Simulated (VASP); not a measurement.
Cl2, in a box:

```xyz
2
Lattice="12.0000 0.0000 0.0000 0.0000 12.5000 0.0000 0.0000 0.0000 13.0000" Properties=species:S:1:pos:R:3 pbc="T T T"
Cl    5.4000    5.8750    5.5032
Cl    5.4000    5.8750    7.4968
```

Base run:

- Program: VASP 6.6.1
- Functional: PBEsol
- Potentials or basis: VASP PAW PBE potentials, release 64 (Cl)
- Cutoff: 600 eV
- k mesh: 1 × 1 × 1
- Occupations: gaussian, width 0.01 eV
- Spin: no spin polarisation

Its results: gap between the frontier levels 3.03 eV; largest force 0.261 eV/Å.

Q: After a change of settings the same cell gave: gap between the frontier levels 2.94 eV; largest force 0.437 eV/Å. Which change was it?
A. functional from PBEsol to PBE0; cutoff from 600 eV to 450 eV
B. functional from PBEsol to r2SCAN; cutoff from 600 eV to 450 eV
C. functional from PBEsol to HSE06; cutoff from 600 eV to 450 eV
D. functional from PBEsol to LDA; potentials or basis from VASP PAW PBE potentials, release 64 (Cl) to VASP PAW LDA potentials, release 64 (Cl); cutoff from 600 eV to 450 eV

A: D.

Caveats: the PAW data sets were made with another functional, which shifts forces and pressure a little (some runs).

Not every run made on this cell is shown here.
